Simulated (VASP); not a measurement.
# Local probes of BaZnPF

Wanted: the field gradients at the nuclei of BaZnPF. The cell has space group P4/nmm. The start is a cell from a database of measured crystal structures.

Method: LDA; plane waves and PAW (Ba_sv, Zn, P, F), in the first sound run; inputs show where later runs differ, in VASP 6.6.1.

This is a report of a sequence of runs, with most program output left out.

### 1. Starting point

The structure is tetragonal, space group P4/nmm (No. 129). Conventional cell: a = 4.156 Å, b = 4.156 Å, c = 9.457 Å, α = 90.00°, β = 90.00°, γ = 90.00°. Nearest to Ba lie 4 F at 2.62 Å and 4 P at 3.41 Å. Nearest to Zn lie 4 P at 2.51 Å. P has 4 Zn at 2.51 Å and 4 Ba at 3.41 Å nearest. Nearest to F lie 4 Ba at 2.62 Å. Farther neighbours and most contacts between anions are not listed.

### 2. Local probes at LDA

Field gradients probe the charge near the nuclei, so LASPH is on and the cutoff is at least 1.4 times the default of the data sets; this run is at LDA.

INCAR reads:

```
SYSTEM = BaZnPF
PREC = Accurate
ENCUT = 560
EDIFF = 1E-07
NELM = 100
ISMEAR = -1
SIGMA = 0.05
LREAL = .FALSE.
ALGO = Normal
GGA = CA
NBANDS = 42
LORBIT = 11
LWAVE = .FALSE.
LCHARG = .FALSE.
KPAR = 2
LEFG = .TRUE.
ICORELEVEL = 1
LASPH = .TRUE.
```

POSCAR reads:

```
BaZnPF
1.0
    4.1563400000      0.0000000000      0.0000000000
    0.0000000000      4.1563400000      0.0000000000
    0.0000000000      0.0000000000      9.4574300000
Ba Zn P F
2 2 2 2
Direct
    0.5000000000      0.0000000000      0.3317700000
    0.0000000000      0.5000000000      0.6682300000
    0.5000000000      0.5000000000      0.0000000000
    0.0000000000      0.0000000000      0.0000000000
    0.0000000000      0.5000000000      0.1491000000
    0.5000000000      0.0000000000      0.8509000000
    0.5000000000      0.5000000000      0.5000000000
    0.0000000000      0.0000000000      0.5000000000
```

KPOINTS reads:

```
Automatic mesh
0
Gamma
8 8 4
0 0 0
```

Potentials, in the order of the species: Ba_sv, Zn, P and F (PBE family, release 64).

On the command line:

```bash
$ mpirun -np 2 vasp_std
```

Wall time 2.5 min (2 MPI ranks of AMD EPYC 7R43, shared host); peak memory 0.83 GiB.

These are scalar-relativistic Kohn-Sham levels of the ground state, with no core hole, so they are not binding energies. The atoms bear forces, and field gradients depend strongly on their positions. Harder data sets than Ba_sv exist (the GW ones), and pressures, volumes and forces can shift noticeably with them. The PAW data sets were made with PBE, though LDA sets exist; this is a small mismatch.

Numbers from this step:

- free energy (TOTEN): -40.41 eV
- energy at zero smearing: -40.41 eV
- Fermi energy: 3.184 eV
- pressure: -3.787 GPa

The two shallowest core shells; atoms whose shallowest level rounds to another's at 0.01 eV are left out. Core levels, by row:

```csv
atom,shell,level below the valence-band top (eV)
Ba1,4p,174.1
Ba1,4d,82.85
Zn3,3s,125.9
Zn3,3p,80
P5,2s,167.1
P5,2p,117.6
F7,1s,655.5
```

Ordered as |Vzz| ≥ |Vxx| ≥ |Vyy|, the program's way. Electric field gradients, by row:

```
atom  Vxx (V/Å²)  Vyy (V/Å²)  Vzz (V/Å²)  asymmetry
 Ba1       3.743       3.743      -7.485          0
 Ba2       3.743       3.743      -7.485          0
 Zn3       0.551       0.551      -1.102          0
 Zn4       0.551       0.551      -1.102          0
  P5       6.953       6.953      -13.91          0
  P6       6.953       6.953      -13.91          0
  F7      -6.007      -6.007       12.01          0
  F8      -6.007      -6.007       12.01          0
```

The largest gradient is -13.91 V/Å², at P5.

### 3. Local probes at PBE

This step: PBE; plane waves and PAW (Ba_sv, Zn, P, F) (VASP 6.6.1).

Field gradients probe the charge near the nuclei, so LASPH is on and the cutoff is at least 1.4 times the default of the data sets; this run is at PBE.

Edit INCAR of step 2 so:

```diff
@@ -9,3 +9,3 @@
 ALGO = Normal
-GGA = CA
+GGA = PE
 NBANDS = 42
```

POSCAR is that of step 2.

KPOINTS is that of step 2.

On the command line:

```bash
$ mpirun -np 2 vasp_std
```

Run time: 2.8 min. Hardware: 2 MPI ranks; peak memory 0.93 GiB; 5.5 min of CPU time.

This step gave:

```yaml
free_energy_toten: -35.39 eV
energy_at_zero_smearing: -35.39 eV
fermi_energy: 3.529 eV
pressure: 1.765 GPa
```

The two shallowest core shells; atoms whose shallowest level rounds to another's at 0.01 eV are left out. Core levels, by row:

| atom | shell | level below the valence-band top (eV) |
| --- | --- | --- |
| Ba1 | 4p | 174.2 |
| Ba1 | 4d | 82.98 |
| Zn3 | 3s | 125.8 |
| Zn3 | 3p | 79.99 |
| P5 | 2s | 167.3 |
| P5 | 2p | 117.8 |
| F7 | 1s | 655 |

Ordered as |Vzz| ≥ |Vxx| ≥ |Vyy|, the program's way. Electric field gradients, by row:

```
atom  Vxx (V/Å²)  Vyy (V/Å²)  Vzz (V/Å²)  asymmetry
 Ba1       4.643       4.643      -9.286          0
 Ba2       4.643       4.643      -9.286          0
 Zn3       0.105       0.105      -0.209          0
 Zn4       0.105       0.105      -0.209          0
  P5       7.157       7.157      -14.31          0
  P6       7.157       7.157      -14.31          0
  F7      -6.331      -6.331       12.66          0
  F8      -6.331      -6.331       12.66          0
```

The largest gradient is -14.31 V/Å², at P5.

The run ends at a pressure of 1.76 GPa, with forces up to 0.29 eV/Å.

### 4. Local probes at PBEsol

This step: PBEsol; plane waves and PAW (Ba_sv, Zn, P, F) (VASP 6.6.1).

Field gradients probe the charge near the nuclei, so LASPH is on and the cutoff is at least 1.4 times the default of the data sets; this run is at PBEsol.

Edit INCAR of step 3 so:

```diff
@@ -9,3 +9,3 @@
 ALGO = Normal
-GGA = PE
+GGA = PS
 NBANDS = 42
```

POSCAR is that of step 3.

KPOINTS is that of step 3.

On the command line:

```bash
$ mpirun -np 2 vasp_std
```

It took 2.6 min on 2 MPI ranks; peak memory 0.92 GiB; 5.1 min of CPU time.

The PAW data sets were made with PBE, which is usual practice but a small mismatch for other functionals.

Numbers from this step:

| Quantity | Value |
| --- | --- |
| free energy (TOTEN) | -37.94 eV |
| energy at zero smearing | -37.94 eV |
| Fermi energy | 3.370 eV |
| pressure | -1.515 GPa |

The two shallowest core shells; atoms whose shallowest level rounds to another's at 0.01 eV are left out. Core levels, by row:

```csv
atom,shell,level below the valence-band top (eV)
Ba1,4p,174.1
Ba1,4d,82.88
Zn3,3s,125.9
Zn3,3p,80.05
P5,2s,167.4
P5,2p,117.9
F7,1s,655.5
```

Ordered as |Vzz| ≥ |Vxx| ≥ |Vyy|, the program's way. Electric field gradients, by row:

| atom | Vxx (V/Å²) | Vyy (V/Å²) | Vzz (V/Å²) | asymmetry |
| --- | --- | --- | --- | --- |
| Ba1 | 4.367 | 4.367 | -8.734 | 0 |
| Ba2 | 4.367 | 4.367 | -8.734 | 0 |
| Zn3 | 0.29 | 0.29 | -0.579 | 0 |
| Zn4 | 0.29 | 0.29 | -0.579 | 0 |
| P5 | 6.966 | 6.966 | -13.93 | 0 |
| P6 | 6.966 | 6.966 | -13.93 | 0 |
| F7 | -6.308 | -6.308 | 12.62 | 0 |
| F8 | -6.308 | -6.308 | 12.62 | 0 |

The largest gradient is -13.93 V/Å², at P5.

### 5. Local probes at r2SCAN

This step: r2SCAN; plane waves and PAW (Ba_sv, Zn, P, F) (VASP 6.6.1).

Field gradients probe the charge near the nuclei, so LASPH is on and the cutoff is at least 1.4 times the default of the data sets; this run is at r2SCAN.

Edit INCAR of step 4 so:

```diff
@@ -9,3 +9,4 @@
 ALGO = Normal
-GGA = PS
+METAGGA = R2SCAN
+LASPH = .TRUE.
 NBANDS = 42
@@ -16,3 +17 @@
 LEFG = .TRUE.
-ICORELEVEL = 1
-LASPH = .TRUE.
```

POSCAR is that of step 4.

KPOINTS is that of step 4.

On the command line:

```bash
$ mpirun -np 2 vasp_std
```

Wall time 11 min (2 MPI ranks); peak memory 0.96 GiB.

This step gave:

```yaml
free_energy_toten: -111.4291 eV
fermi_energy: 3.510 eV
pressure: 0.3670 GPa
```

Ordered as |Vzz| ≥ |Vxx| ≥ |Vyy|, the program's way. Electric field gradients, by row:

| atom | Vxx (V/Å²) | Vyy (V/Å²) | Vzz (V/Å²) | asymmetry |
| --- | --- | --- | --- | --- |
| Ba1 | 3.079 | 3.079 | -6.157 | 0 |
| Ba2 | 3.079 | 3.079 | -6.157 | 0 |
| Zn3 | -0.109 | -0.109 | 0.217 | 0 |
| Zn4 | -0.109 | -0.109 | 0.217 | 0 |
| P5 | 6.519 | 6.519 | -13.04 | 0 |
| P6 | 6.519 | 6.519 | -13.04 | 0 |
| F7 | -5.905 | -5.905 | 11.81 | 0 |
| F8 | -5.905 | -5.905 | 11.81 | 0 |

The largest gradient is -13.04 V/Å², at P5.

The run ends at a pressure of 0.37 GPa, with forces up to 0.22 eV/Å.

### 6. Summary

This step: electric field gradients, LDA, PBE, PBEsol, r2SCAN; plane waves and PAW (VASP 6.6.1).

This step runs nothing: it gathers the runs above.

Cost is wall time times ranks on a shared host. EFG, by row:

```csv
functional,Vzz Ba1 (V/Å²),Vzz Zn3 (V/Å²),Vzz P5 (V/Å²),Vzz F7 (V/Å²),cost (core minutes)
LDA,-7.485,-1.102,-13.91,12.01,4.97
PBE,-9.286,-0.209,-14.31,12.66,5.53
PBEsol,-8.734,-0.579,-13.93,12.62,5.17
r2SCAN,-6.157,0.217,-13.04,11.81,22.2
```

### 7. Results

```
LDA    : largest |Vzz| 13.9 V/Å²
PBE    : largest |Vzz| 14.3 V/Å²
PBEsol : largest |Vzz| 13.9 V/Å²
r2SCAN : largest |Vzz| 13.0 V/Å²
```

In words: The largest field gradient is that at P5, Vzz = -13.9 V/Å² at LDA, with an asymmetry of 0.00. On that site the functionals span -14.3 to -13.0 V/Å², at costs of 5.0 to 22 core minutes. For isotopes with a quadrupole moment, the coupling follows from Vzz times that moment. Kohn-Sham core levels are too shallow against measured binding energies; only differences between inequivalent sites of one element, where there are any, carry meaning. The given cell is kept, although it stands at -3.8 GPa at LDA and ENCUT = 560 eV, which holds the mismatch of the given cell with this functional, any error of the entry itself and any basis-set error. The atoms weren't relaxed and carry forces of up to 0.25 eV/Å at LDA, so the numbers belong to the given coordinates, and a relaxation would change them. Not tabulated here, as repeats of values shown or as unfit to read for their mesh, reference level or band range: gaps (local probes).

[Lines on the potential files, build, host, timing and source positions are cut from VASP's logs without a mark.]

[Logs are printed without paths, hosts, clocks, repeated set-up lines and the standing remarks that a program may print on its own settings, such as how far it seeks lower states.]

[Hosts, paths, dates, database ids (printed as entryN), source tags and the programs' standing remarks are cut or masked in the printed files.]
